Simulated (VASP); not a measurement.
Level of theory: PBE GGA + U (Dudarev), VASP's PBE PAW potentials (set 64) (plane waves; VASP).

Input for VASP

KPOINTS:
```
Automatic
0
Gamma
  12 12 9
0 0 0
```

INCAR:
```
SYSTEM = CuAu
PREC = Accurate
ENCUT = 400
EDIFF = 1E-6
NELM = 100
ALGO = Normal
LREAL = .FALSE.
LASPH = .TRUE.
ISMEAR = 1
SIGMA = 0.1
GGA = PE
LMAXMIX = 6
LWAVE = .FALSE.
LCHARG = .FALSE.
ISIF = 2
LDAU = .TRUE.
LDAUTYPE = 2
LDAUL = 2 -1
LDAUU = 5.0 0
LDAUJ = 0 0
LDAUPRINT = 1
LORBIT = 10
```

POSCAR:
```
CuAu
1
    2.8216350000     0.0000000000     0.0000000000
    0.0000000000     2.8129030000     0.0000000000
    0.0000000000     0.0000000000     3.6728890000
Cu Au
1 1
Direct
  0.0000000000   0.0000000000   0.0000000000
  0.5176750000   0.5000000000   0.5000000000
```

POTCAR, in this order: Cu Au (PBE.64 set). Program: vasp_std.

Unless said otherwise, spin-orbit coupling is left out, though it shifts the bands of the heavy elements here.

Problem. Estimate the energy per atom (σ→0), pressure, largest force, band gap (on the k-mesh).

Solution. 
```json
{
  "energy per atom (σ→0)": "-2.744 eV/atom",
  "band gap (on the k-mesh)": "none (metal, semimetal or under 0.01 eV)",
  "pressure": "2.81 GPa",
  "largest_force": "0.162 eV/Å"
}
```

OSZICAR:
```
...
DAV:   6    -0.551102659958E+01    0.68880E+00   -0.23603E+00  9649   0.198E+01    0.573E+00
DAV:   7    -0.549584571188E+01    0.15181E-01   -0.40675E-02  9253   0.272E+00    0.318E+00
DAV:   8    -0.548739807841E+01    0.84476E-02   -0.35961E-03  9561   0.155E+00    0.117E-01
DAV:   9    -0.548728728862E+01    0.11079E-03   -0.89347E-04  8907   0.133E+00    0.376E-02
DAV:  10    -0.548728705121E+01    0.23741E-06   -0.87752E-05 11349   0.367E-01    0.190E-02
DAV:  11    -0.548729130481E+01   -0.42536E-05   -0.71894E-06 10359   0.389E-02    0.405E-03
DAV:  12    -0.548729103590E+01    0.26891E-06   -0.34282E-07  4977   0.208E-02
   1 F= -.54872910E+01 E0= -.54872996E+01  d E =0.256452E-04
```

The compound is CuAu in the L1_0 structure. The cell was not relaxed at this level, atoms are displaced from their ideal sites. The run is one of a series of settings (LDAU = .TRUE., LDAUJ = 0 0, LDAUL = 2 -1, LDAUTYPE = 2, LDAUU = 5.0 0 against the base run), some of them coarse on purpose.
